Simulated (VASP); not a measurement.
Given:

```xyz
4
Lattice="3.8880 0.0000 0.0000 0.0000 3.8880 0.0000 0.0000 0.0000 3.8880" Properties=species:S:1:pos:R:3 pbc="T T T"
Sc     0.0000     0.0000     0.0000
Al     0.0000     1.9440     1.9440
Al     1.9440     0.0000     1.9440
Al     1.9440     1.9440     0.0000
```

These are PBE GGA, VASP's PBE PAW potentials (set 64) (plane waves; VASP 6.6.1) values and carry that method's errors. Run with 500 eV cut-off, 8×8×8 Γ-centred mesh, first-order Methfessel-Paxton smearing of 0.10 eV, potentials Sc_sv Al.

Energy and stress use the plane-wave basis of the starting cell.

The ions, cell shape and volume at an external pressure of 30.0 GPa are relaxed. What does this cell relax into?

```xyz
4
Lattice="3.8158 0.0000 0.0000 0.0000 3.8158 0.0000 0.0000 0.0000 3.8158" Properties=species:S:1:pos:R:3 pbc="T T T"
Sc     0.0000     0.0000     0.0000
Al     0.0000     1.9079     1.9079
Al     1.9079     0.0000     1.9079
Al     1.9079     1.9079     0.0000
```
Space group Pm-3m (221), at a tolerance of 0.03 Å.

How do energy and volume change from the first to the last step?

The energy (σ→0) changes by +123.4 meV/atom and the volume by -5.5 %, in 3 ionic steps.

The compound is Al3Sc in the L1_2 structure. This run relaxes it under an external pressure of 30 GPa. Symmetry was kept, so distortions that lower it aren't found.
